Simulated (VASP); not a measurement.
Here is the system:

```
AsB
1.0
    0.00000     2.33894     2.33894
    2.33894     0.00000     2.33894
    2.33894     2.33894     0.00000
B As
1 1
Cartesian
  0.00000   0.00000   0.00000
  1.16947   1.16947   1.16947
```

Method: AM05 GGA, VASP's PBE PAW potentials (set 64) (plane waves; VASP). Settings: 520 eV cut-off, 10×10×10 Γ-centred mesh, Gaussian smearing of 0.050 eV, potentials B As.

Q: Predict the energy per atom (σ→0), pressure.

A: 
```json
{
 "energy per atom (σ→0)": "-5.920 eV/atom",
 "pressure": "9.83 GPa"
}
```

Total energies compare only between runs with the same potentials, cut-off and functional.

The compound is BAs in the zinc blende structure. This cell is one point of a volume scan, at 0.94 of the reference volume.
